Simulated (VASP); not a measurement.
CoSi: relaxation of cell and atoms with PBE+D3(BJ)

CoSi:

```
Co Si
1.0
     4.42892    0.00000    0.00000
     0.00000    4.42892    0.00000
     0.00000    0.00000    4.42892
Co Si
4 4
Direct
  0.85457 0.64543 0.35457
  0.64543 0.35457 0.85457
  0.35457 0.85457 0.64543
  0.14543 0.14543 0.14543
  0.15670 0.34330 0.65670
  0.34330 0.65670 0.15670
  0.65670 0.15670 0.34330
  0.84330 0.84330 0.84330
```

The cell is a database's computed one.

```yaml
Program: VASP 6.6.1
Task: relaxation of cell and atoms
Functional: PBE
Dispersion: D3(BJ)
Potentials_or_basis: VASP PAW PBE potentials, release 64 (Co, Si)
Cutoff: 600 eV
k_mesh: 8 × 8 × 8
Occupations: gaussian, width 0.1 eV
Spin: no spin polarisation
Dipole_correction: no
Further_INCAR_settings: ALGO = Fast; EDIFF = 1e-07; IBRION = 2; EDIFFG = -0.02; NSW = 70; ISIF = 3
```

* Relaxed volume: 10.50 Å³/atom
* Relaxed cell: a = 4.380 Å, b = 4.380 Å, c = 4.380 Å, α = 90.00°, β = 90.00°, γ = 90.00°
* Space group after relaxing (to 0.05 Å): P2_13 (No. 198)
* Energy gained by relaxing: 8.5 meV/atom
* Ionic steps: 6
* Pressure after relaxing: 0.1 GPa
* Largest force after relaxing: 0.013 eV/Å
* Band gap on the k mesh: none (metal or under the smearing width)
* Dispersion energy per atom: -0.510 eV

Forces in eV/Å, atoms in the order of the input:
```
Co  -0.007  0.007 -0.007
Co   0.007 -0.007 -0.007
Co  -0.007 -0.007  0.007
Co   0.007  0.007  0.007
Si   0.005 -0.005  0.005
Si  -0.005  0.005  0.005
Si   0.005  0.005 -0.005
Si  -0.005 -0.005 -0.005
```

The path:
```
step  energy change (eV)  largest force (eV/Å)  pressure (GPa)  volume (Å³)
   1              0.0000                0.0231           -7.56        86.87
   2              0.0531                0.1627           11.51        80.59
   3             -0.0672                0.0514           -0.08        84.11
   4             -0.0672                0.0530            0.12        84.05
   5             -0.0678                0.0338            0.10        84.03
   6             -0.0680                0.0129            0.11        84.01
```

Final structure:
```cif
data_structure
_symmetry_space_group_name_H-M 'P 1'
_symmetry_Int_Tables_number 1
_cell_length_a 4.3797
_cell_length_b 4.3797
_cell_length_c 4.3797
_cell_angle_alpha 90.000
_cell_angle_beta 90.000
_cell_angle_gamma 90.000
_cell_volume 84.01
loop_
_atom_site_label
_atom_site_type_symbol
_atom_site_fract_x
_atom_site_fract_y
_atom_site_fract_z
_atom_site_occupancy
Co1 Co 0.85401 0.64599 0.35401 1
Co2 Co 0.64599 0.35401 0.85401 1
Co3 Co 0.35401 0.85401 0.64599 1
Co4 Co 0.14599 0.14599 0.14599 1
Si1 Si 0.15627 0.34373 0.65627 1
Si2 Si 0.34373 0.65627 0.15627 1
Si3 Si 0.65627 0.15627 0.34373 1
Si4 Si 0.84373 0.84373 0.84373 1
```

Levels at points of the mesh, in eV from the Fermi level:
| k point | band 22 | band 23 | band 24 | band 25 | band 26 | band 27 | band 28 | band 29 | band 30 | band 31 |
| --- | --- | --- | --- | --- | --- | --- | --- | --- | --- | --- |
| (0.00, 0.00, 0.00) | -0.97 | -0.83 | -0.83 | -0.02 | -0.02 | -0.02 | 2.64 | 2.64 | 2.64 | 3.00 |
| (0.50, 0.00, 0.00) | -1.10 | -0.69 | -0.69 | -0.52 | -0.52 | 1.03 | 1.03 | 1.59 | 1.59 | 4.39 |
| (0.50, 0.50, 0.00) | -1.56 | -1.06 | -1.06 | -0.05 | -0.05 | 0.61 | 0.61 | 2.12 | 2.12 | 2.62 |
| (0.50, 0.50, 0.50) | -1.30 | -1.30 | -1.30 | -0.24 | -0.24 | -0.24 | -0.24 | 5.63 | 5.63 | 5.63 |

It took 7.5 min on 1 thread of Intel(R) Xeon(R) Platinum 8559C (Emerald Rapids), with other jobs on the host, peak memory 0.3 GiB.

Caveat: pairwise dispersion overbinds metals, which lowers pressure and volume. Spin polarisation is off, so any magnetic state and its effect on volume and gap are missing.
